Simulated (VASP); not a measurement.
Write the native input for VASP 6.6.1 that does the following.

```yaml
Task: single point
Functional: r2SCAN
Potentials_or_basis: VASP PAW PBE potentials, release 64 (Ru_pv, Te)
Cutoff: 520 eV
k_mesh: 5 × 5 × 5
Occupations: gaussian, width 0.05 eV
Spin: collinear spin, ferromagnetic start
Starting_moments: "[1.0, 0.0] μB"
Hubbard_terms: Ru d U = 6 eV
Further_INCAR_settings: ALGO = Normal; EDIFF = 1e-06
```

The structure of TeRu lies in POSCAR:

```
TeRu
1.0
    0.0000000000      3.1139297200      3.1139297200
    3.1139297200      0.0000000000      3.1139297200
    3.1139297200      3.1139297200      0.0000000000
Ru Te
1 1
Direct
    0.0000000000      0.0000000000      0.0000000000
    0.2500000000      0.2500000000      0.2500000000
```

The cell comes from a database or a generator and needn't be the stable form of this composition.

The input as run:

INCAR

```
ALGO = Normal ; EDIFF = 1E-6
ENCUT = 520 ; ISIF = 2
ISMEAR = 0 ; ISPIN = 2
LASPH = T ; LCHARG = F
LDAU = T ; LDAUJ = 0 0
LDAUL = 2 -1 ; LDAUPRINT = 1
LDAUTYPE = 2 ; LDAUU = 6 0
LMAXMIX = 4 ; LMIXTAU = T
LORBIT = 11 ; LREAL = F
LWAVE = F ; MAGMOM = 1 0
METAGGA = R2SCAN ; NELM = 80
PREC = Accurate ; SIGMA = 0.05
```

KPOINTS

```
k-points
0
Gamma
  5 5 5
```

Potentials or basis: VASP PAW PBE potentials, release 64 (Ru_pv, Te).

The run is started by

```console
$ cat potpaw_PBE.64/Ru_pv/POTCAR potpaw_PBE.64/Te/POTCAR > POTCAR
$ mpirun -np 1 vasp_std > vasp.out
```

Results of the run:

* Pressure: 2.7 GPa
* Band gap on the k mesh: none (metal or under the smearing width)
* Net moment: 2.00 μB per cell
* Site moments: Ru +2.25; Te -0.35 μB
* Valence electrons inside the program's atomic spheres: Ru 12.50; Te 3.46

Caveat: the PAW data sets were made with another functional, which shifts forces and pressure a little; the U is typed as a test and isn't derived for this compound.

Wall time 62 s on 1 thread of Intel(R) Xeon(R) 6975P-C (Granite Rapids) (shared host), peak memory 0.27 GiB.
